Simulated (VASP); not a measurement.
```xyz
3
Lattice="0.0000 2.1225 2.1225 2.1225 0.0000 2.1225 2.1225 2.1225 0.0000" Properties=species:S:1:pos:R:3 pbc="T T T"
Li     1.0613     1.0613     1.0613
Li     3.1838     3.1838     3.1838
O      0.0000     0.0000     0.0000
```

Method: PBEsol GGA, VASP's PBE PAW potentials (set 64) (plane waves; VASP). Numerical set-up: 620 eV cut-off, 9×9×9 Γ-centred mesh, Gaussian smearing of 0.050 eV, potentials Li_sv O.

Energy and stress use the plane-wave basis of the starting cell.

The ions, cell shape and volume at an external pressure of 45.0 GPa are relaxed. Which structure does the run end with?

```xyz
3
Lattice="0.0000 2.0735 2.0735 2.0735 0.0000 2.0735 2.0735 2.0735 0.0000" Properties=species:S:1:pos:R:3 pbc="T T T"
Li     1.0367     1.0367     1.0367
Li     3.1102     3.1102     3.1102
O      0.0000     0.0000     0.0000
```
Space group Fm-3m (225), at a tolerance of 0.03 Å.

How do energy and volume change from the first to the last step?

The energy (σ→0) changes by +100.3 meV/atom and the volume by -6.8 %, in 3 ionic steps.

The compound is Li2O in the antifluorite structure. This run relaxes it under an external pressure of 45 GPa. Symmetry was kept, so distortions that lower it aren't found.
